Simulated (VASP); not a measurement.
```
CELL_PARAMETERS angstrom
      0.00000     2.20595     2.20595
      2.20595     0.00000     2.20595
      2.20595     2.20595     0.00000
ATOMIC_POSITIONS crystal
  Hf 0.00000 0.00000 0.00000
  N  0.50000 0.50000 0.50000
```

These are PBE GGA with D3 dispersion (Becke-Johnson damping), VASP's PBE PAW potentials (set 64) (plane waves; VASP 6.6.1) values and carry that method's errors. Numerical set-up: 520 eV cut-off, 14×14×14 Γ-centred mesh, first-order Methfessel-Paxton smearing of 0.10 eV, potentials Hf_pv N.

**Question.** The job: HfN (rock salt), 2 atoms, PBE-D3(BJ), static run, 520 eV, 14×14×14 Γ-centred mesh. Roughly how much core time does it take on a busy server core?

**Answer.** About 10 core-seconds (one run on a shared machine, a rough figure). It had 104 irreducible k-points, 11 bands, up to 592 plane waves and 14 electronic steps.

The compound is HfN in the rock salt structure. This cell is one point of a volume scan, at 0.94 of the reference volume.
